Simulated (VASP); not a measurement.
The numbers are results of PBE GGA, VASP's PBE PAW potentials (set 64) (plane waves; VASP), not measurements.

The input files of a VASP run:

### INCAR
```
! general
SYSTEM =Pd
PREC   =Accurate
ENCUT  =500
LREAL  =.False.
LASPH  =.True.

! electronic loop
EDIFF  =1E-6
NELM   =100
ALGO   =Normal
LMAXMIX=4

! smearing
ISMEAR =1
SIGMA  =0.1

! functional
GGA    =PE

! ions
IBRION =2
NSW    =40
ISIF   =3
EDIFFG =-0.02
PSTRESS=50

! output
LWAVE  =.False.
LCHARG =.False.
```

File KPOINTS:
```
Automatic mesh
0
Gamma
  16 16 16
```

POSCAR:
```
Pd
1
    0.0000000000     1.9703371151     1.9703371151
    1.9703371151     0.0000000000     1.9703371151
    1.9703371151     1.9703371151     0.0000000000
Pd
1
Direct
  0.0000000000   0.0000000000   0.0000000000
```

POTCAR, in this order: Pd (PBE.64 set). Program: vasp_std.

What VASP printed:

OSZICAR:
```
       N       E                     dE             d eps       ncg     rms          rms(c)
DAV:   1     0.373218793556E+02    0.37322E+02   -0.51207E+03  2650   0.996E+02
DAV:   2    -0.513160071412E+01   -0.42453E+02   -0.41481E+02  2779   0.189E+02
DAV:   3    -0.548071949613E+01   -0.34912E+00   -0.34664E+00  3013   0.201E+01
DAV:   4    -0.548253969425E+01   -0.18202E-02   -0.18201E-02  3055   0.135E+00
DAV:   5    -0.548256001035E+01   -0.20316E-04   -0.20316E-04  3044   0.126E-01    0.698E+00
DAV:   6    -0.522926809157E+01    0.25329E+00   -0.12389E+00  2656   0.104E+01    0.342E+00
DAV:   7    -0.522048450036E+01    0.87836E-02   -0.55223E-03  2857   0.715E-01    0.184E+00
DAV:   8    -0.521710012278E+01    0.33844E-02   -0.10021E-03  2756   0.249E-01    0.421E-02
DAV:   9    -0.521710357313E+01   -0.34503E-05   -0.74918E-06  3223   0.311E-02    0.109E-02
DAV:  10    -0.521710729276E+01   -0.37196E-05   -0.15538E-06  2906   0.139E-02    0.220E-03
DAV:  11    -0.521710712936E+01    0.16340E-06   -0.35683E-08  1376   0.175E-03
   1 F= -.47396757E+01 E0= -.47395809E+01  d E =-.473968E+01
       N       E                     dE             d eps       ncg     rms          rms(c)
DAV:   1    -0.578679329609E+01   -0.56969E+00   -0.12055E+01  2645   0.389E+01    0.577E+00
DAV:   2    -0.517576585788E+01    0.61103E+00   -0.28826E+00  2632   0.161E+01    0.924E-01
DAV:   3    -0.517344003140E+01    0.23258E-02   -0.19497E-02  3049   0.109E+00    0.567E-01
DAV:   4    -0.517477400632E+01   -0.13340E-02   -0.77734E-03  2908   0.701E-01    0.727E-02
DAV:   5    -0.517475666449E+01    0.17342E-04   -0.42758E-05  2818   0.636E-02    0.419E-02
DAV:   6    -0.517475939257E+01   -0.27281E-05   -0.31787E-06  3136   0.205E-02    0.303E-03
DAV:   7    -0.517475988123E+01   -0.48866E-06   -0.47080E-08  1663   0.233E-03
   2 F= -.47294786E+01 E0= -.47294851E+01  d E =0.101971E-01
       N       E                     dE             d eps       ncg     rms          rms(c)
DAV:   1    -0.543417364061E+01   -0.25941E+00   -0.45074E+00  2645   0.242E+01    0.314E+00
DAV:   2    -0.521188969180E+01    0.22228E+00   -0.11267E+00  2632   0.962E+00    0.101E+00
DAV:   3    -0.521075050821E+01    0.11392E-02   -0.60958E-03  2921   0.603E-01    0.606E-01
DAV:   4    -0.521089041117E+01   -0.13990E-03   -0.22529E-03  2908   0.401E-01    0.333E-02
DAV:   5    -0.521092604076E+01   -0.35630E-04   -0.35036E-05  3492   0.382E-02    0.186E-02
DAV:   6    -0.521092880038E+01   -0.27596E-05   -0.12491E-06  2571   0.134E-02    0.898E-04
DAV:   7    -0.521092873700E+01    0.63383E-07   -0.73274E-09  1325   0.947E-04
   3 F= -.47463503E+01 E0= -.47463019E+01  d E =-.667463E-02
```

### OUTCAR
```
------------------------ aborting loop because EDIFF is reached ----------------------------------------
  FORCE on cell =-STRESS in cart. coord.  units (eV):
  Direction    XX          YY          ZZ          XY          YZ          ZX
  --------------------------------------------------------------------------------------
  Total        0.4599996      0.4599996      0.4599996      0.0000000      0.0000000      0.0000000
  in kB       49.5072011     49.5072011     49.5072011      0.0000000      0.0000000      0.0000000
  external PRESSURE =      -0.4927989 kB  Pullay stress =      50.0000000 kB
  volume of cell :       14.89
      direct lattice vectors                 reciprocal lattice vectors
    -0.000000000  1.952494753  1.952494753    -0.256082634  0.256082634  0.256082634
     1.952494753 -0.000000000  1.952494753     0.256082634 -0.256082634  0.256082634
     1.952494753  1.952494753  0.000000000     0.256082634  0.256082634 -0.256082634
 POSITION                                       TOTAL-FORCE (eV/Angst)
 -----------------------------------------------------------------------------------
      0.00000      0.00000      0.00000        -0.000000      0.000000      0.000000
 -----------------------------------------------------------------------------------
    total drift:                                0.000000      0.000000      0.000000
  FREE ENERGIE OF THE ION-ELECTRON SYSTEM (eV)
  ---------------------------------------------------
  free  energy   TOTEN  =        -5.2109287370 eV

  energy  without entropy=       -5.2107834334  energy(sigma->0) =       -5.21088030
  enthalpy is  TOTEN    =        -4.7463503049 eV   P V=        0.4645784321

 reached required accuracy - stopping structural energy minimisation
```
(Selected blocks of OUTCAR.)

**CONTCAR**
```
Pd
   1.00000000000000
    -0.0000000000000000    1.9524947529103365    1.9524947529103365
     1.9524947529103365   -0.0000000000000000    1.9524947529103365
     1.9524947529103365    1.9524947529103365    0.0000000000000000
  Pd
     1
Direct
     0.0000000000000000    0.0000000000000000    0.0000000000000000
```

Energy and stress use the plane-wave basis of the starting cell.

The compound is Pd in the fcc structure. This run relaxes it under an external pressure of 5 GPa. Symmetry was kept, so distortions that lower it aren't found.
